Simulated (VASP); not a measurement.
All values below come from RPBE GGA, VASP's PBE PAW potentials (set 64) (plane waves; VASP 6.6.1).

VASP ran on this input.

File KPOINTS:
```
K-points
0
G
 6 6 6
```

INCAR:
```
SYSTEM  =  BaTiO3
PREC  =  Accurate; ENCUT  =  520; LREAL  =  .FALSE.
LASPH  =  .TRUE.
EDIFF  =  1E-7; NELM  =  100; ALGO  =  Normal
LMAXMIX  =  4
ISMEAR  =  0; SIGMA  =  0.05
GGA  =  RP
ISIF  =  2
LWAVE  =  .FALSE.; LCHARG  =  .FALSE.
```

File POSCAR:
```
BaTiO3
1.0
  4.1098299986   0.0000000000   0.0000000000
  0.0000000000   4.1098299986   0.0000000000
  0.0000000000   0.0000000000   4.1098299986
Ba Ti O
1 1 3
Direct
  0.0000000000   0.0000000000   0.0000000000
  0.5000000000   0.5000000000   0.5000000000
  0.5000000000   0.0000000000   0.5000000000
  0.0000000000   0.5000000000   0.5000000000
  0.5000000000   0.5000000000   0.0000000000
```

POTCAR, in this order: Ba_sv Ti_sv O (PBE.64 set). Program: vasp_std.

The resulting files:

**OSZICAR**
```
       N       E                     dE             d eps       ncg     rms          rms(c)
DAV:   1     0.450666758674E+03    0.45067E+03   -0.21403E+04   960   0.178E+03
DAV:   2    -0.339586658855E+01   -0.45406E+03   -0.44719E+03  1192   0.479E+02
DAV:   3    -0.471355198466E+02   -0.43740E+02   -0.43687E+02  1432   0.144E+02
DAV:   4    -0.491569517707E+02   -0.20214E+01   -0.20202E+01  1376   0.278E+01
DAV:   5    -0.492532717206E+02   -0.96320E-01   -0.96317E-01  1344   0.395E+00    0.218E+01
DAV:   6    -0.381838327985E+02    0.11069E+02   -0.79497E+01  1464   0.728E+01    0.104E+01
DAV:   7    -0.381444284784E+02    0.39404E-01   -0.14946E+01  1216   0.273E+01    0.591E+00
DAV:   8    -0.379002385901E+02    0.24419E+00   -0.84770E-01  1264   0.827E+00    0.317E+00
DAV:   9    -0.379348303872E+02   -0.34592E-01   -0.69861E-01  1280   0.700E+00    0.183E+00
DAV:  10    -0.379089709695E+02    0.25859E-01   -0.32670E-01  1224   0.513E+00    0.613E-01
DAV:  11    -0.379041155608E+02    0.48554E-02   -0.46412E-02  1160   0.139E+00    0.256E-01
DAV:  12    -0.379045683194E+02   -0.45276E-03   -0.13232E-02  1208   0.964E-01    0.224E-01
DAV:  13    -0.379037284433E+02    0.83988E-03   -0.41213E-03  1144   0.597E-01    0.182E-02
DAV:  14    -0.379037651652E+02   -0.36722E-04   -0.26681E-04  1448   0.119E-01    0.380E-02
DAV:  15    -0.379037479378E+02    0.17227E-04   -0.51309E-05  1168   0.672E-02    0.138E-02
DAV:  16    -0.379037452070E+02    0.27307E-05   -0.11156E-05  1304   0.235E-02    0.429E-03
DAV:  17    -0.379037449363E+02    0.27073E-06   -0.91146E-07  1296   0.779E-03    0.247E-03
DAV:  18    -0.379037447774E+02    0.15888E-06   -0.25439E-07   872   0.417E-03    0.109E-03
DAV:  19    -0.379037447425E+02    0.34945E-07   -0.75219E-08   592   0.241E-03
   1 F= -.37903745E+02 E0= -.37903745E+02  d E =-.683039E-20
```

### OUTCAR
```
------------------------ aborting loop because EDIFF is reached ----------------------------------------
  FORCE on cell =-STRESS in cart. coord.  units (eV):
  Direction    XX          YY          ZZ          XY          YZ          ZX
  --------------------------------------------------------------------------------------
  Total       -1.7843738     -1.7843738     -1.7843738     -0.0000000     -0.0000000      0.0000000
  in kB      -41.1836517    -41.1836517    -41.1836517     -0.0000000     -0.0000000      0.0000000
  external PRESSURE =     -41.1836517 kB  Pullay stress =       0.0000000 kB
  volume of cell :       69.42
      direct lattice vectors                 reciprocal lattice vectors
     4.109829999  0.000000000  0.000000000     0.243319067  0.000000000  0.000000000
     0.000000000  4.109829999  0.000000000     0.000000000  0.243319067  0.000000000
     0.000000000  0.000000000  4.109829999     0.000000000  0.000000000  0.243319067
 POSITION                                       TOTAL-FORCE (eV/Angst)
 -----------------------------------------------------------------------------------
      0.00000      0.00000      0.00000         0.000000      0.000000      0.000000
      2.05491      2.05491      2.05491         0.000000      0.000000      0.000000
      2.05491      0.00000      2.05491         0.000000      0.000000      0.000000
      0.00000      2.05491      2.05491         0.000000      0.000000      0.000000
      2.05491      2.05491      0.00000         0.000000      0.000000      0.000000
 -----------------------------------------------------------------------------------
    total drift:                                0.000000     -0.000000     -0.000000
  FREE ENERGIE OF THE ION-ELECTRON SYSTEM (eV)
  ---------------------------------------------------
  free  energy   TOTEN  =       -37.9037447425 eV

  energy  without entropy=      -37.9037447425  energy(sigma->0) =      -37.90374474
```
(Selected blocks of OUTCAR.)

The compound is BaTiO3 in the cubic perovskite structure, the ideal cubic form; the compound distorts at low or room temperature. This cell is one point of a volume scan, at 1.03 of the reference volume.
